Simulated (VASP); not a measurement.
OSZICAR of a VASP run on Eu (bcc):

**OSZICAR**
```
       N       E                     dE             d eps       ncg     rms          rms(c)
DAV:   1     0.656288292154E+01    0.65629E+01   -0.35089E+03  1416   0.690E+02
DAV:   2    -0.205291299036E+01   -0.86158E+01   -0.84978E+01  2104   0.935E+01
DAV:   3    -0.213819049128E+01   -0.85278E-01   -0.83693E-01  1600   0.686E+00
DAV:   4    -0.213969243083E+01   -0.15019E-02   -0.14753E-02  2416   0.138E+00
DAV:   5    -0.213969336154E+01   -0.93071E-06   -0.93414E-06  1584   0.236E-02    0.742E+00
DAV:   6    -0.215456466445E+01   -0.14871E-01   -0.11710E-03  2040   0.441E-01    0.443E+00
DAV:   7    -0.216352168332E+01   -0.89570E-02   -0.25792E-03  1904   0.624E-01    0.551E-02
DAV:   8    -0.216350304164E+01    0.18642E-04   -0.95552E-05  2264   0.872E-02    0.169E-02
DAV:   9    -0.216350501218E+01   -0.19705E-05   -0.79491E-06  2288   0.267E-02    0.556E-03
DAV:  10    -0.216350504847E+01   -0.36291E-07   -0.88680E-07  2072   0.717E-03
   1 F= -.21635050E+01 E0= -.21635050E+01  d E =0.000000E+00
```

Q: Which electronic solver shows in the log?

A: It is blocked Davidson (ALGO = Normal, or the opening steps of other solvers). The INCAR had ALGO = Normal.

Q: Can the final energy be trusted as converged?

A: The run converged. It stopped with EDIFF = 1E-7, NELM = 100 (PBEsol GGA, plane waves, VASP's PBE PAW potentials (set 64)). The 4f electrons are frozen in the core of the lanthanide potential, so 4f levels, which can set the real gap, and their magnetism are missing.

The compound is Eu in the bcc structure. It was relaxed first, which changed the volume by -17 %.
